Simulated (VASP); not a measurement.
OSZICAR of a VASP run on GaAs (zinc blende):

File OSZICAR:
```
       N       E                     dE             d eps       ncg     rms          rms(c)
DAV:   1     0.646169273527E+02    0.64617E+02   -0.94667E+03   926   0.196E+03
DAV:   2    -0.215784565280E+02   -0.86195E+02   -0.83490E+02   965   0.344E+02
DAV:   3    -0.284669844609E+02   -0.68885E+01   -0.68508E+01  1180   0.798E+01
DAV:   4    -0.285840864763E+02   -0.11710E+00   -0.11705E+00   994   0.116E+01
DAV:   5    -0.285861913730E+02   -0.21049E-02   -0.21047E-02  1143   0.134E+00    0.319E+00
DAV:   6    -0.264601715531E+02    0.21260E+01   -0.61242E-01  1098   0.177E+01    0.194E+00
DAV:   7    -0.265667313164E+02   -0.10656E+00   -0.34539E-01  1030   0.771E+00    0.897E-01
DAV:   8    -0.264755206013E+02    0.91211E-01   -0.13443E-01   915   0.518E+00    0.359E-01
DAV:   9    -0.264154146815E+02    0.60106E-01   -0.23868E-01   920   0.475E+00    0.212E-01
DAV:  10    -0.264119790873E+02    0.34356E-02   -0.78398E-02   910   0.279E+00    0.742E-02
DAV:  11    -0.265010454548E+02   -0.89066E-01   -0.48942E-02   915   0.203E+00    0.593E-02
DAV:  12    -0.264997956670E+02    0.12498E-02   -0.10766E-03  1210   0.334E-01    0.296E-02
DAV:  13    -0.265029002468E+02   -0.31046E-02   -0.87356E-04   920   0.340E-01    0.151E-02
DAV:  14    -0.265033404006E+02   -0.44015E-03   -0.32374E-04   990   0.243E-01    0.636E-03
DAV:  15    -0.265034869792E+02   -0.14658E-03   -0.10845E-04   920   0.132E-01    0.705E-03
DAV:  16    -0.265035036005E+02   -0.16621E-04   -0.32880E-06  1165   0.210E-02    0.436E-03
DAV:  17    -0.265035083050E+02   -0.47045E-05   -0.58317E-07   960   0.103E-02    0.129E-03
DAV:  18    -0.265035122148E+02   -0.39098E-05   -0.14717E-06   920   0.152E-02    0.732E-04
DAV:  19    -0.265035122268E+02   -0.12003E-07   -0.38810E-08   675   0.337E-03
   1 F= -.26503512E+02 E0= -.26503512E+02  d E =0.000000E+00
       N       E                     dE             ncg
       N       E                     dE             ncg
```

Which electronic solver shows in the log?

It is blocked Davidson (ALGO = Normal, or the opening steps of other solvers). The INCAR had ALGO = Normal.

Can the final energy be trusted as converged?

Self-consistency was reached. It stopped with EDIFF = 1E-7, NELM = 100 (r2SCAN+rVV10, plane waves, VASP's PBE PAW potentials (set 64)).

The compound is GaAs in the zinc blende structure. The cell was not relaxed at this level.
